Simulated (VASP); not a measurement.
Method: vdW-DF2, VASP's PBE PAW potentials (set 64) (plane waves; VASP 6.6.1).

The input files of a VASP run:

### POSCAR
```
LiH
1.0
  0.0000000000   2.0133977169   2.0133977169
  2.0133977169   0.0000000000   2.0133977169
  2.0133977169   2.0133977169   0.0000000000
Li H
1 1
Cartesian
  0.0000000000   0.0000000000   0.0000000000
  2.0133977169   2.0133977169   2.0133977169
```

### KPOINTS
```
Automatic mesh
0
Gamma
11 11 11
0 0 0
```

INCAR:
```
AGGAC = 0.0
ALGO = Normal
EDIFF = 1E-7
ENCUT = 520
GGA = ML
ISIF = 2
ISMEAR = 0
LASPH = T
LCHARG = F
LREAL = F
LUSE_VDW = T
LWAVE = F
NELM = 100
PREC = Accurate
SIGMA = 0.05
SYSTEM = LiH
ZAB_VDW = -1.8867
```

POTCAR, in this order: Li_sv H (PBE.64 set). Program: vasp_std.

Question: What does the run give for the energy per atom (σ→0)?

Answer: 
| Item | Result |
|---|---|
| energy per atom (σ→0) | -2.873 eV/atom |

**OSZICAR**
```
...
DAV:   9    -0.574532875710E+01   -0.79158E-04   -0.26159E-03   858   0.395E-01    0.236E-02
DAV:  10    -0.574532348518E+01    0.52719E-05   -0.12809E-04   870   0.102E-01    0.145E-02
DAV:  11    -0.574534878622E+01   -0.25301E-04   -0.85957E-05   720   0.948E-02    0.335E-03
DAV:  12    -0.574534903650E+01   -0.25028E-06   -0.14486E-06   804   0.133E-02    0.224E-03
DAV:  13    -0.574534878965E+01    0.24685E-06   -0.13443E-06   750   0.143E-02    0.182E-03
DAV:  14    -0.574534908622E+01   -0.29657E-06   -0.14049E-07   768   0.429E-03    0.388E-04
DAV:  15    -0.574534913712E+01   -0.50896E-07   -0.52496E-09   384   0.898E-04
   1 F= -.57453491E+01 E0= -.57453491E+01  d E =-.410305E-27
```

The compound is LiH in the rock salt structure. It was relaxed first.
